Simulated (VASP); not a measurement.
# MnAu2: structure and properties in VASP, part 6 of 7

What structure does MnAu2 take at this level, and what are its properties? The start is a computed cell from the Materials Project.

VASP 6.6.1, plane waves and PAW; the level of theory is named at each step.

Still holding for the runs below: The magnetic order is the lowest of the few collinear ones that converged above; longer or canted patterns were not tried. The k-mesh is coarse for a metal.

So far, largest spin moment in the PAW sphere (μB): step 2 (magnetic order: ferromagnetic) 3.85; step 3 (magnetic order: antiferromagnetic, q = (0, 0, 1/2)) 3.94; step 4 (magnetic order: antiferromagnetic, q = (1/2, 1/2, 1/2)) 3.90; step 7 (full relaxation (PBEsol)) 3.72; step 11 (density of states (PBEsol)) 3.76.

### 12. Volume scan with PBEsol, volume scale 0.94

Level of this step: PBEsol, spin-polarised from a ferromagnetic start; plane waves and PAW (Mn_pv, Au) (VASP).

An equation of state needs energies on both sides of the minimum, all on one mesh and cutoff.

Input file INCAR:

```
SYSTEM = MnAu2
PREC = Accurate
ENCUT = 400
EDIFF = 1E-06
NELM = 100
ISMEAR = 1
SIGMA = 0.2
LREAL = .FALSE.
ALGO = Normal
GGA = PS
NBANDS = 28
ISPIN = 2
MAGMOM = 3.718 0.018 0.018
LASPH = .TRUE.
LMAXMIX = 4
LORBIT = 11
LWAVE = .FALSE.
LCHARG = .FALSE.
KPAR = 8
ISIF = 2
```

Input file POSCAR:

```
MnAu2
1.0
    0.0000000000     -3.2604278485      0.0000000000
   -3.2604278485      0.0000000000      0.0000000000
    1.6302139242     -1.6302139242     -4.2181767884
Mn Au
1 2
Direct
    0.0000000000      0.0000000000      0.0000000000
    0.6609849124      0.3390150876      0.6780301754
    0.3390150876      0.6609849124      0.3219698246
```

Input file KPOINTS:

```
Automatic mesh
0
Gamma
6 6 6
0 0 0
```

PAW data sets: Mn_pv and Au (PBE family, release 64).

Command:

```console
$ mpirun -np 8 vasp_std
```

Log:

```text
[... set-up lines as in an earlier step ...]
 entering main loop
       N       E                     dE             d eps       ncg     rms          rms(c)
DAV:   1     0.264433282864E+03    0.26443E+03   -0.15556E+04  3428   0.113E+03
DAV:   2    -0.884857355481E+01   -0.27328E+03   -0.25747E+03  3428   0.327E+02
DAV:   3    -0.191441854481E+02   -0.10296E+02   -0.10156E+02  3752   0.713E+01
DAV:   4    -0.192458683378E+02   -0.10168E+00   -0.10164E+00  3808   0.697E+00
DAV:   5    -0.192476128052E+02   -0.17445E-02   -0.17444E-02  3688   0.919E-01    0.188E+01
DAV:   6    -0.179189580865E+02    0.13287E+01   -0.50794E+00  3576   0.250E+01    0.112E+01
DAV:   7    -0.178719553034E+02    0.47003E-01   -0.17863E+00  3624   0.255E+01    0.102E+01
DAV:   8    -0.176305599959E+02    0.24140E+00   -0.40072E-01  3604   0.794E+00    0.402E+00
DAV:   9    -0.176177563783E+02    0.12804E-01   -0.48233E-02  3840   0.268E+00    0.147E+00
DAV:  10    -0.176231293568E+02   -0.53730E-02   -0.13082E-02  3616   0.133E+00    0.148E-01
DAV:  11    -0.176233116890E+02   -0.18233E-03   -0.64499E-04  3640   0.254E-01    0.625E-02
DAV:  12    -0.176233222560E+02   -0.10567E-04   -0.86457E-05  3672   0.700E-02    0.315E-02
DAV:  13    -0.176233227453E+02   -0.48926E-06   -0.59883E-06  3708   0.181E-02
   1 F= -.17623323E+02 E0= -.17622740E+02  d E =-.174818E-02  mag=     3.8039
```

The job ended after 6.2 s (8 MPI ranks of Intel Xeon 6975P-C (Granite Rapids), shared host; peak memory 1.5 GiB; 40 s of CPU time).

From OUTCAR (step 12):

```text
   ENCUT  =  400.0 eV  29.40 Ry    5.42 a.u.   5.32  5.32  7.84*2*pi/ulx,y,z

   NELECT =      35.0000    total number of electrons

 E-fermi :  10.2256

 spin component 1
 k-point     1 :       0.0000    0.0000    0.0000
  band No.  band energies     occupation
    ...
     15       7.1988      1.00000
     16       7.7985      1.00000
     17       7.7985      1.00000
     18       8.2669      1.00000
     19       8.7034      1.00000
     20      12.6990     -0.00000
     21      13.0417     -0.00000
     22      20.0522      0.00000
     23      20.0522      0.00000
     24      20.4968      0.00000
    ...

 k-point     2 :       0.1667    0.0000    0.0000
  band No.  band energies     occupation
    ...
     15       7.3169      1.00000
     16       7.7508      1.00000
     17       8.2064      1.00000
     18       8.5115      1.00000
     19       9.0186      1.00000
     20      12.0181     -0.00000
     21      14.7328      0.00000
     22      16.0409      0.00000
     23      18.0456      0.00000
     24      19.5352      0.00000
    ...

  Total        3.1312804      3.1312804      3.5579290      0.0000000     -0.0000000      0.0000000
  in kB      111.8815752    111.8815752    127.1258554      0.0000000     -0.0000000      0.0000000
  external PRESSURE =     116.9630020 kB  Pullay stress =       0.0000000 kB

 POSITION                                       TOTAL-FORCE (eV/Angst)
 -----------------------------------------------------------------------------------
      0.00000      0.00000      0.00000         0.000000     -0.000000      0.000000
      0.00000     -3.26043     -2.86005         0.000000     -0.000000      0.022478
     -1.63021     -1.63021     -1.35813        -0.000000      0.000000     -0.022478
 -----------------------------------------------------------------------------------
    total drift:                                0.000000     -0.000000     -0.000000

  FREE ENERGIE OF THE ION-ELECTRON SYSTEM (eV)
  ---------------------------------------------------
  free  energy   TOTEN  =       -17.6233227453 eV

  energy  without entropy=      -17.6215745619  energy(sigma->0) =      -17.62274002

 magnetization (x)
# of ion       s       p       d       tot
------------------------------------------
    1        0.021   0.014   3.601   3.635
    2       -0.035  -0.030   0.102   0.037
    3       -0.035  -0.030   0.102   0.037
--------------------------------------------------
tot         -0.049  -0.046   3.805   3.709

[... 3 parts as in an earlier step ...]

[... 18 further parts left out ...]
```

The scan keeps the cell's shape and the fractional positions fixed.

This step gave:

* SCF cycles: 13
* bands: 28
* irreducible k-points: 30
* free energy (TOTEN): -17.62 eV
* energy at zero smearing: -17.62 eV
* Fermi energy: 10.23 eV
* pressure: 11.70 GPa
* moment of the cell, from the last line of the log: 3.804 μB

Spin moment in the PAW sphere by atom:

```csv
atom,spin moment in the PAW sphere (μB)
Mn1,3.63
Au2,0.04
Au3,0.04
```

The pressure here is 11.70 GPa.

### 13. Volume scan with PBEsol, volume scale 0.96

INCAR is that of step 12.

Input file POSCAR:

```
MnAu2
1.0
    0.0000000000     -3.2833893645      0.0000000000
   -3.2833893645      0.0000000000      0.0000000000
    1.6416946822     -1.6416946822     -4.2478832375
Mn Au
1 2
Direct
    0.0000000000      0.0000000000      0.0000000000
    0.6609849124      0.3390150876      0.6780301754
    0.3390150876      0.6609849124      0.3219698246
```

KPOINTS is that of step 12.

Command:

```console
$ mpirun -np 8 vasp_std
```

Log:

```text
[... set-up lines as in an earlier step ...]
 entering main loop
       N       E                     dE             d eps       ncg     rms          rms(c)
DAV:   1     0.259864194344E+03    0.25986E+03   -0.15675E+04  3456   0.113E+03
DAV:   2    -0.931764565299E+01   -0.26918E+03   -0.25339E+03  3424   0.323E+02
DAV:   3    -0.192121213717E+02   -0.98945E+01   -0.97589E+01  3728   0.695E+01
DAV:   4    -0.193113349458E+02   -0.99214E-01   -0.99165E-01  3780   0.682E+00
DAV:   5    -0.193130422702E+02   -0.17073E-02   -0.17073E-02  3660   0.906E-01    0.180E+01
DAV:   6    -0.180146413893E+02    0.12984E+01   -0.53973E+00  3576   0.259E+01    0.112E+01
DAV:   7    -0.179115470351E+02    0.10309E+00   -0.18252E+00  3612   0.262E+01    0.983E+00
DAV:   8    -0.176915363001E+02    0.22001E+00   -0.37228E-01  3584   0.744E+00    0.397E+00
DAV:   9    -0.176788875881E+02    0.12649E-01   -0.46997E-02  3896   0.270E+00    0.146E+00
DAV:  10    -0.176825612066E+02   -0.36736E-02   -0.12838E-02  3600   0.132E+00    0.125E-01
DAV:  11    -0.176826854761E+02   -0.12427E-03   -0.56840E-04  3656   0.242E-01    0.545E-02
DAV:  12    -0.176826897280E+02   -0.42519E-05   -0.81420E-05  3648   0.635E-02    0.295E-02
DAV:  13    -0.176826920105E+02   -0.22824E-05   -0.69295E-06  3760   0.200E-02    0.102E-02
DAV:  14    -0.176826918665E+02    0.14395E-06   -0.57379E-07  2184   0.605E-03
   1 F= -.17682692E+02 E0= -.17682079E+02  d E =-.183735E-02  mag=     3.8016
```

It took 5.8 s on 8 MPI ranks; peak memory 1.5 GiB.

Parts of OUTCAR (step 13):

```text
   ENCUT  =  400.0 eV  29.40 Ry    5.42 a.u.   5.35  5.35  7.89*2*pi/ulx,y,z

   NELECT =      35.0000    total number of electrons

 E-fermi :   9.9182

 spin component 1
 k-point     1 :       0.0000    0.0000    0.0000
  band No.  band energies     occupation
    ...
     15       6.8982      1.00000
     16       7.4731      1.00000
     17       7.4731      1.00000
     18       7.9235      1.00000
     19       8.3470      1.00000
     20      12.3088     -0.00000
     21      12.6216     -0.00000
     22      19.5717      0.00000
     23      19.5717      0.00000
     24      19.9775      0.00000
    ...

 k-point     2 :       0.1667    0.0000    0.0000
  band No.  band energies     occupation
    ...
     15       7.0134      1.00000
     16       7.4284      1.00000
     17       7.8651      1.00000
     18       8.1611      1.00000
     19       8.6495      1.00000
     20      11.6217     -0.00000
     21      14.3104      0.00000
     22      15.5823      0.00000
     23      17.5478      0.00000
     24      19.0593      0.00000
    ...

  Total        1.9676938      1.9676938      2.2454264      0.0000000     -0.0000000      0.0000000
  in kB       68.8415674     68.8415674     78.5582986      0.0000000     -0.0000000      0.0000000
  external PRESSURE =      72.0804778 kB  Pullay stress =       0.0000000 kB

 POSITION                                       TOTAL-FORCE (eV/Angst)
 -----------------------------------------------------------------------------------
      0.00000      0.00000      0.00000         0.000000     -0.000000      0.000000
      0.00000     -3.28339     -2.88019         0.000000     -0.000000      0.014774
     -1.64169     -1.64169     -1.36769        -0.000000      0.000000     -0.014774
 -----------------------------------------------------------------------------------
    total drift:                                0.000000     -0.000000     -0.000000

  FREE ENERGIE OF THE ION-ELECTRON SYSTEM (eV)
  ---------------------------------------------------
  free  energy   TOTEN  =       -17.6826918665 eV

  energy  without entropy=      -17.6808545207  energy(sigma->0) =      -17.68207942

 magnetization (x)
# of ion       s       p       d       tot
------------------------------------------
    1        0.020   0.013   3.624   3.657
    2       -0.036  -0.032   0.095   0.028
    3       -0.036  -0.032   0.095   0.028
--------------------------------------------------
tot         -0.052  -0.050   3.814   3.712

[... 3 parts as in an earlier step ...]

[... 18 further parts left out ...]
```

This step gave:

- SCF cycles: 14
- free energy (TOTEN): -17.68 eV
- energy at zero smearing: -17.68 eV
- Fermi energy: 9.918 eV
- pressure: 7.208 GPa
- moment of the cell, from the last line of the log: 3.802 μB

The pressure falls from 11.70 to 7.21 GPa.

The run ends at a pressure of 7.21 GPa, with forces up to 0.015 eV/Å.

### 14. Volume scan with PBEsol, volume scale 0.98

INCAR is that of step 13.

Input file POSCAR:

```
MnAu2
1.0
    0.0000000000     -3.3060341446      0.0000000000
   -3.3060341446      0.0000000000      0.0000000000
    1.6530170723     -1.6530170723     -4.2771799098
Mn Au
1 2
Direct
    0.0000000000      0.0000000000      0.0000000000
    0.6609849124      0.3390150876      0.6780301754
    0.3390150876      0.6609849124      0.3219698246
```

KPOINTS is that of step 13.

Command:

```console
$ mpirun -np 8 vasp_std
```

Log:

```text
[... set-up lines as in an earlier step ...]
 entering main loop
       N       E                     dE             d eps       ncg     rms          rms(c)
DAV:   1     0.254630977482E+03    0.25463E+03   -0.15804E+04  3488   0.112E+03
DAV:   2    -0.963983498639E+01   -0.26427E+03   -0.24861E+03  3448   0.318E+02
DAV:   3    -0.192573423683E+02   -0.96175E+01   -0.94896E+01  3792   0.687E+01
DAV:   4    -0.193510403573E+02   -0.93698E-01   -0.93663E-01  3740   0.665E+00
[...]
DAV:  12    -0.177166829421E+02   -0.53871E-05   -0.10238E-04  3684   0.713E-02    0.303E-02
DAV:  13    -0.177166856568E+02   -0.27148E-05   -0.74219E-06  3716   0.205E-02    0.103E-02
DAV:  14    -0.177166855171E+02    0.13971E-06   -0.59548E-07  2200   0.612E-03
   1 F= -.17716686E+02 E0= -.17715752E+02  d E =-.280189E-02  mag=     3.8112
```

Elapsed: 5.8 s, on 8 MPI ranks; peak memory 1.5 GiB.

From OUTCAR (step 14):

```text
  Total        0.9104868      0.9104868      1.0389997      0.0000000     -0.0000000      0.0000000
  in kB       31.2041267     31.2041267     35.6085121      0.0000000     -0.0000000      0.0000000
  external PRESSURE =      32.6722552 kB  Pullay stress =       0.0000000 kB

 POSITION                                       TOTAL-FORCE (eV/Angst)
 -----------------------------------------------------------------------------------
      0.00000      0.00000      0.00000        -0.000000     -0.000000      0.000000
      0.00000     -3.30603     -2.90006        -0.000000      0.000000      0.006613
     -1.65302     -1.65302     -1.37712         0.000000     -0.000000     -0.006613
 -----------------------------------------------------------------------------------
    total drift:                                0.000000     -0.000000     -0.000000

  FREE ENERGIE OF THE ION-ELECTRON SYSTEM (eV)
  ---------------------------------------------------
  free  energy   TOTEN  =       -17.7166855171 eV

  energy  without entropy=      -17.7138836317  energy(sigma->0) =      -17.71575156

 magnetization (x)
# of ion       s       p       d       tot
------------------------------------------
    1        0.020   0.013   3.651   3.683
    2       -0.037  -0.032   0.090   0.021
    3       -0.037  -0.032   0.090   0.021
--------------------------------------------------
tot         -0.054  -0.052   3.831   3.725

[... 1 part as in an earlier step ...]

[... 2 further parts left out ...]
[key lines of the parts left out:]
E-fermi :   9.6214
```

The pressure falls from 7.21 to 3.27 GPa.

The run ends at a pressure of 3.27 GPa, with forces up to 0.0066 eV/Å.

### 15. Volume scan with PBEsol, volume scale 1

INCAR is that of step 14.

Input file POSCAR:

```
MnAu2
1.0
    0.0000000000     -3.3283728908      0.0000000000
   -3.3283728908      0.0000000000      0.0000000000
    1.6641864454     -1.6641864454     -4.3060806507
Mn Au
1 2
Direct
    0.0000000000      0.0000000000      0.0000000000
    0.6609849124      0.3390150876      0.6780301754
    0.3390150876      0.6609849124      0.3219698246
```

KPOINTS is that of step 14.

Command:

```console
$ mpirun -np 8 vasp_std
```

Log:

```text
[... set-up lines as in an earlier step ...]
 entering main loop
       N       E                     dE             d eps       ncg     rms          rms(c)
DAV:   1     0.252683559436E+03    0.25268E+03   -0.15627E+04  3464   0.112E+03
DAV:   2    -0.968009963816E+01   -0.26236E+03   -0.24683E+03  3448   0.317E+02
DAV:   3    -0.192725108814E+02   -0.95924E+01   -0.94767E+01  3764   0.683E+01
DAV:   4    -0.193677759243E+02   -0.95265E-01   -0.95233E-01  3776   0.674E+00
[...]
DAV:  12    -0.177287628196E+02   -0.11793E-04   -0.13445E-04  3664   0.838E-02    0.334E-02
DAV:  13    -0.177287646135E+02   -0.17939E-05   -0.71147E-06  3704   0.192E-02    0.113E-02
DAV:  14    -0.177287645377E+02    0.75747E-07   -0.91489E-07  2388   0.748E-03
   1 F= -.17728765E+02 E0= -.17727286E+02  d E =-.443697E-02  mag=     3.8406
```

Wall time 5.6 s (8 MPI ranks); peak memory 1.5 GiB.

Parts of OUTCAR (step 15):

```text
  Total       -0.0233459     -0.0233459     -0.0349748      0.0000000      0.0000000      0.0000000
  in kB       -0.7841059     -0.7841059     -1.1746809      0.0000000      0.0000000      0.0000000
  external PRESSURE =      -0.9142976 kB  Pullay stress =       0.0000000 kB

 POSITION                                       TOTAL-FORCE (eV/Angst)
 -----------------------------------------------------------------------------------
      0.00000      0.00000      0.00000        -0.000000     -0.000000      0.000000
      0.00000     -3.32837     -2.91965         0.000000     -0.000000     -0.000870
     -1.66419     -1.66419     -1.38643        -0.000000      0.000000      0.000870
 -----------------------------------------------------------------------------------
    total drift:                                0.000000     -0.000000     -0.000000

  FREE ENERGIE OF THE ION-ELECTRON SYSTEM (eV)
  ---------------------------------------------------
  free  energy   TOTEN  =       -17.7287645377 eV

  energy  without entropy=      -17.7243275699  energy(sigma->0) =      -17.72728555

[... 3 parts as in an earlier step ...]

[... 1 further part left out ...]
[key lines of the parts left out:]
E-fermi :   9.3323
```

The pressure falls from 3.27 to -0.09 GPa, so it vanishes between these two volumes.

### 16. Volume scan with PBEsol, volume scale 1.02

INCAR is that of step 15.

Input file POSCAR:

```
MnAu2
1.0
    0.0000000000     -3.3504157378      0.0000000000
   -3.3504157378      0.0000000000      0.0000000000
    1.6752078689     -1.6752078689     -4.3345985722
Mn Au
1 2
Direct
    0.0000000000      0.0000000000      0.0000000000
    0.6609849124      0.3390150876      0.6780301754
    0.3390150876      0.6609849124      0.3219698246
```

KPOINTS is that of step 15.

Command:

```console
$ mpirun -np 8 vasp_std
```

Log:

```text
[... set-up lines as in an earlier step ...]
 entering main loop
       N       E                     dE             d eps       ncg     rms          rms(c)
DAV:   1     0.254273599153E+03    0.25427E+03   -0.15755E+04  3496   0.111E+03
DAV:   2    -0.989038211454E+01   -0.26416E+03   -0.24888E+03  3460   0.316E+02
DAV:   3    -0.192709655042E+02   -0.93806E+01   -0.92527E+01  3780   0.676E+01
DAV:   4    -0.193648312143E+02   -0.93866E-01   -0.93831E-01  3780   0.665E+00
[...]
DAV:  11    -0.177226199588E+02   -0.10252E-03   -0.12666E-03  3628   0.423E-01    0.711E-02
DAV:  12    -0.177226406551E+02   -0.20696E-04   -0.15838E-04  3648   0.909E-02    0.367E-02
DAV:  13    -0.177226407719E+02   -0.11686E-06   -0.77753E-06  3720   0.188E-02
   1 F= -.17722641E+02 E0= -.17720660E+02  d E =-.594180E-02  mag=     3.8886
```

The job ended after 5.6 s (8 MPI ranks; peak memory 1.5 GiB).

Parts of OUTCAR (step 16):

```text
  Total       -0.8620651     -0.8620651     -1.0004513      0.0000000      0.0000000      0.0000000
  in kB      -28.3860099    -28.3860099    -32.9427803      0.0000000      0.0000000      0.0000000
  external PRESSURE =     -29.9049333 kB  Pullay stress =       0.0000000 kB

 POSITION                                       TOTAL-FORCE (eV/Angst)
 -----------------------------------------------------------------------------------
      0.00000      0.00000      0.00000        -0.000000     -0.000000      0.000000
      0.00000     -3.35042     -2.93899        -0.000000      0.000000     -0.007965
     -1.67521     -1.67521     -1.39561         0.000000     -0.000000      0.007965
 -----------------------------------------------------------------------------------
    total drift:                                0.000000     -0.000000     -0.000000

  FREE ENERGIE OF THE ION-ELECTRON SYSTEM (eV)
  ---------------------------------------------------
  free  energy   TOTEN  =       -17.7226407719 eV

  energy  without entropy=      -17.7166989718  energy(sigma->0) =      -17.72066017

 magnetization (x)
# of ion       s       p       d       tot
------------------------------------------
    1        0.021   0.014   3.727   3.761
    2       -0.038  -0.030   0.086   0.018
    3       -0.038  -0.030   0.086   0.018
--------------------------------------------------
tot         -0.054  -0.047   3.899   3.797

[... 1 part as in an earlier step ...]

[... 2 further parts left out ...]
[key lines of the parts left out:]
E-fermi :   9.0497
```

Spin moment in the PAW sphere by atom:

```
atom  spin moment in the PAW sphere (μB)
 Mn1                                3.76
 Au2                                0.02
 Au3                                0.02
```

The pressure falls from -0.09 to -2.99 GPa.

The run ends at a pressure of -2.99 GPa, with forces up to 0.0080 eV/Å.

(Continued in part 7 of 7.)

[Lines on the potential files, build, host, timing and source positions are cut from VASP's logs without a mark.]

[Logs are printed without paths, hosts, clocks, repeated set-up lines and the standing remarks that a program may print on its own settings, such as how far it seeks lower states.]

[Hosts, paths, dates, database ids (printed as entryN), source tags and the programs' standing remarks are cut or masked in the printed files.]

[A measured line is paired with the nearest computed mode of its activity, which favours agreement.]
